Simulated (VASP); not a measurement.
Data:

```
CELL_PARAMETERS angstrom
      3.27778     0.00000     0.00000
     -1.63889     2.83864     0.00000
      0.00000     0.00000     4.10703
ATOMIC_POSITIONS crystal
  Al 0.33333 0.66667 0.75000
  Al 0.66667 0.33333 0.25000
  N  0.33333 0.66667 0.25000
  N  0.66667 0.33333 0.75000
```

The numbers are results of LDA (Ceperley-Alder, Perdew-Zunger), VASP's LDA PAW potentials (set 64) (plane waves; VASP 6.6.1), not measurements. Settings: 520 eV cut-off, 10×10×7 Γ-centred mesh, Gaussian smearing of 0.010 eV, potentials Al N.

Q: What does the run give for the energy per atom (σ→0)?

A: 
```json
{
 "energy per atom (σ→0)": "-8.121 eV/atom"
}
```

Only differences to runs with the same potentials and settings are physical.

The structure comes from a computed database's AlN entry (P6_3/mmc); how it stands against other phases isn't given here. It was relaxed first.
